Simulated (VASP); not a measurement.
The input files of a VASP run:

File POSCAR:
```
P
1
    1.7129435357     0.9889686131     2.9294569359
   -1.7129435357     0.9889686131     2.9294569359
   -0.0000000000    -1.9779372262     2.9294569359
P
2
Direct
  0.2329911504   0.2329911504   0.2329911504
  0.7670088496   0.7670088496   0.7670088496
```

INCAR:
```
ALGO = Normal
EDIFF = 1E-6
EDIFFG = -0.01
ENCUT = 400
IBRION = 2
ISIF = 3
ISMEAR = 1
LASPH = T
LCHARG = F
LREAL = F
LWAVE = F
NELM = 100
NSW = 60
PREC = Accurate
SIGMA = 0.1
SYSTEM = P
```

### KPOINTS
```
Automatic
0
G
12 12 12
```

POTCAR, in this order: P (LDA.64 set). Program: vasp_std.

Q: Write an equivalent input for Ansatz.

A: One equivalent input (not run):
Ansatz 0.2 input:
```yaml
crystal:
  lattice:
    - [1.7129435, 0.9889686, 2.9294569]
    - [-1.7129435, 0.9889686, 2.9294569]
    - [0.0000000, -1.9779372, 2.9294569]
  atoms:
    - { symbol: P, position: [0.2329912, 0.2329912, 0.2329912] }
    - { symbol: P, position: [0.7670088, 0.7670088, 0.7670088] }
kpoints:
  mp_grid: { grid: [12, 12, 12] }
hamiltonian:
  xc: lda
  pseudopotentials: { kind: paw }
scf:
  occupations: { method: methfessel_paxton, width: 0.1 }
  max_iter: 100
relax:
  max_steps: 60
  f_tol: 0.01
  cell: {}
output: { forces: true, stress: true, eigenvalues: true }
```
Limits of the translation: each code has its own PAW files, so the cut-off isn't converted (ENCUT is set for VASP's; basis.ecutwfc is left out, and Ansatz then takes the one that its files recommend); Ansatz stops its SCF on the density residual and VASP on the energy change (EDIFF); Ansatz's lda is the Perdew-Wang form, while the LDA potentials of VASP carry Perdew-Zunger's.

The structure comes from a computed database's P entry (R-3m); how it stands against other phases isn't given here. It was relaxed first, which changed the volume by -8 %. The start is the result of an earlier pass.
